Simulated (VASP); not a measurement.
A convergence study with VASP on TiC (rock salt): a few settings are varied, all else stays as given below, so the limit is that of these other settings. The cell's lengths are 1 % over those of the tabulated start and one atom is moved, so it is off equilibrium.

```xyz
2
Lattice="0.0000 2.1867 2.1867 2.1867 0.0000 2.1867 2.1867 2.1867 0.0000" Properties=species:S:1:pos:R:3 pbc="T T T"
Ti     0.0000     0.0000     0.0000
C      2.2473     2.1867     2.1867
```

All values below come from LDA (Ceperley-Alder, Perdew-Zunger), VASP's LDA PAW potentials (set 64) (plane waves; VASP). The last row used: 900 eV cut-off, 12×12×12 Γ-centred mesh, first-order Methfessel-Paxton smearing of 0.10 eV, potentials Ti_sv C_h.

Energies of different potentials or hybrids have different zeros.

```json
[
 {"setting": "ENCUT = 300, POTCAR Ti_sv C", "E (eV/atom)": "-10.2281", "pressure (GPa)": "-25.45", "largest force (eV/Å)": "0.472", "plane waves": "263"},
 {"setting": "ENCUT = 400, POTCAR Ti_sv C", "E (eV/atom)": "-10.2172", "pressure (GPa)": "-19.27", "largest force (eV/Å)": "0.482", "plane waves": "392"},
 {"setting": "ENCUT = 520, POTCAR Ti_sv C", "E (eV/atom)": "-10.2166", "pressure (GPa)": "-17.79", "largest force (eV/Å)": "0.480", "plane waves": "588"},
 {"setting": "ENCUT = 700, POTCAR Ti_sv C", "E (eV/atom)": "-10.2184", "pressure (GPa)": "-17.95", "largest force (eV/Å)": "0.482", "plane waves": "899"},
 {"setting": "ENCUT = 900, POTCAR Ti_sv C", "E (eV/atom)": "(withheld)", "pressure (GPa)": "-17.81", "largest force (eV/Å)": "0.482", "plane waves": "1303"},
 {"setting": "ENCUT = 300, POTCAR Ti C", "E (eV/atom)": "-10.1739", "pressure (GPa)": "-24.88", "largest force (eV/Å)": "0.527", "plane waves": "263"},
 {"setting": "ENCUT = 400, POTCAR Ti C", "E (eV/atom)": "-10.1590", "pressure (GPa)": "-18.58", "largest force (eV/Å)": "0.523", "plane waves": "392"},
 {"setting": "ENCUT = 520, POTCAR Ti C", "E (eV/atom)": "-10.1559", "pressure (GPa)": "-17.51", "largest force (eV/Å)": "0.524", "plane waves": "588"},
 {"setting": "ENCUT = 700, POTCAR Ti C", "E (eV/atom)": "-10.1573", "pressure (GPa)": "-17.67", "largest force (eV/Å)": "0.523", "plane waves": "899"},
 {"setting": "ENCUT = 900, POTCAR Ti C", "E (eV/atom)": "-10.1581", "pressure (GPa)": "-17.55", "largest force (eV/Å)": "0.523", "plane waves": "1303"},
 {"setting": "ENCUT = 300, POTCAR Ti_pv C", "E (eV/atom)": "-10.2243", "pressure (GPa)": "-25.58", "largest force (eV/Å)": "0.484", "plane waves": "263"},
 {"setting": "ENCUT = 400, POTCAR Ti_pv C", "E (eV/atom)": "(withheld)", "pressure (GPa)": "(withheld)", "largest force (eV/Å)": "0.486", "plane waves": "392"},
 {"setting": "ENCUT = 700, POTCAR Ti_pv C", "E (eV/atom)": "-10.2067", "pressure (GPa)": "-17.85", "largest force (eV/Å)": "0.485", "plane waves": "899"},
 {"setting": "ENCUT = 900, POTCAR Ti_pv C", "E (eV/atom)": "-10.2075", "pressure (GPa)": "-17.74", "largest force (eV/Å)": "0.485", "plane waves": "1303"},
 {"setting": "ENCUT = 300, POTCAR Ti_sv C_s", "E (eV/atom)": "-10.2158", "pressure (GPa)": "-18.42", "largest force (eV/Å)": "0.486", "plane waves": "263"},
 {"setting": "ENCUT = 400, POTCAR Ti_sv C_s", "E (eV/atom)": "-10.2168", "pressure (GPa)": "-18.41", "largest force (eV/Å)": "0.482", "plane waves": "392"},
 {"setting": "ENCUT = 520, POTCAR Ti_sv C_s", "E (eV/atom)": "-10.2199", "pressure (GPa)": "-17.89", "largest force (eV/Å)": "0.481", "plane waves": "588"},
 {"setting": "ENCUT = 700, POTCAR Ti_sv C_s", "E (eV/atom)": "-10.2202", "pressure (GPa)": "-17.85", "largest force (eV/Å)": "0.481", "plane waves": "899"},
 {"setting": "ENCUT = 900, POTCAR Ti_sv C_s", "E (eV/atom)": "-10.2204", "pressure (GPa)": "-17.81", "largest force (eV/Å)": "0.481", "plane waves": "1303"},
 {"setting": "ENCUT = 300, POTCAR Ti_sv C_h", "E (eV/atom)": "-9.9874", "pressure (GPa)": "-49.35", "largest force (eV/Å)": "0.495", "plane waves": "263"},
 {"setting": "ENCUT = 400, POTCAR Ti_sv C_h", "E (eV/atom)": "-10.0798", "pressure (GPa)": "-37.83", "largest force (eV/Å)": "0.517", "plane waves": "392"},
 {"setting": "ENCUT = 520, POTCAR Ti_sv C_h", "E (eV/atom)": "-10.1762", "pressure (GPa)": "-26.41", "largest force (eV/Å)": "0.497", "plane waves": "588"},
 {"setting": "ENCUT = 700, POTCAR Ti_sv C_h", "E (eV/atom)": "-10.2144", "pressure (GPa)": "-19.57", "largest force (eV/Å)": "0.480", "plane waves": "899"},
 {"setting": "ENCUT = 900, POTCAR Ti_sv C_h", "E (eV/atom)": "-10.2197", "pressure (GPa)": "-17.96", "largest force (eV/Å)": "0.481", "plane waves": "1303"}
]
```

Task: What belongs in the gaps?

Result: 
- ENCUT = 400, POTCAR Ti_pv C, E (eV/atom): -10.2083
- ENCUT = 400, POTCAR Ti_pv C, pressure (GPa): -18.77
- ENCUT = 900, POTCAR Ti_sv C, E (eV/atom): -10.2194

Left out are rungs that failed or repeat a setting and relaxations that didn't move; long series are thinned to 24 rows.

The compound is TiC in the rock salt structure. The cell was not relaxed at this level, it is distorted from the ideal structure.
